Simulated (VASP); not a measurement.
Here is a VASP 6.6.1 calculation.

INCAR

```
SYSTEM = TbO
PREC     = Accurate       ! precision mode
ENCUT    = 520            ! plane-wave cutoff, eV
EDIFF    = 1E-6           ! SCF threshold, eV
ISMEAR   = 0              ! smearing method
SIGMA    = 0.05           ! smearing width, eV
LREAL    = .False.        ! projectors in reciprocal space
LASPH    = .True.         ! aspherical terms in the spheres
NELM     = 150            ! most SCF steps
ALGO     = Normal         ! electronic algorithm
ISIF     = 2              ! what is computed and relaxed
LWAVE    = .False.        ! write WAVECAR
LCHARG   = .True.         ! write CHGCAR
ISPIN    = 2              ! spin polarisation
MAGMOM   = 6 0            ! initial moments
LORBIT   = 11             ! projections on sites
LMAXMIX  = 6              ! l up to which the mixer works
LDAU     = .True.         ! DFT+U
LDAUTYPE = 2            
LDAUL    = 3 -1           ! shell
LDAUU    = 3 0            ! U, eV
LDAUJ    = 0 0          
LDAUPRINT= 1            
GGA      = PS             ! functional
LELF     = .True.         ! ELF
LVHAR    = .True.       
NBANDS   = 24             ! bands
```

File KPOINTS:

```
regular mesh
0
Gamma
  7 7 7
  0 0 0
```

POSCAR

```
TbO
1.0
    2.7838380500      0.0000000000      0.0000000000
    0.0000000000      2.7838380500      0.0000000000
    0.0000000000      0.0000000000      2.7838380500
Tb O
1 1
Direct
    0.0000000000      0.0000000000      0.0000000000
    0.5000000000      0.5000000000      0.5000000000
```

Potentials or basis: VASP PAW PBE potentials, release 64 (Tb, O).

Run with:

```bash
$ cat potpaw_PBE.64/Tb/POTCAR potpaw_PBE.64/O/POTCAR > POTCAR
$ mpirun -np 1 vasp_std > vasp.out
```

(1) What does it give for the net moment?

(2) What does it give for the pressure?

(3) Estimate the site moments.

## Answers

(1) 5.98 μB per cell.

(2) 36.2 GPa.

(3) Tb +5.80; O +0.01 μB.

Caveat: the magnetic or orbital state may not be the lowest; a pressure of tens of GPa on the cell as given is suspect, and the run, the potentials or the cell itself is likely at fault; the PAW data sets were made with another functional, which shifts forces and pressure a little.
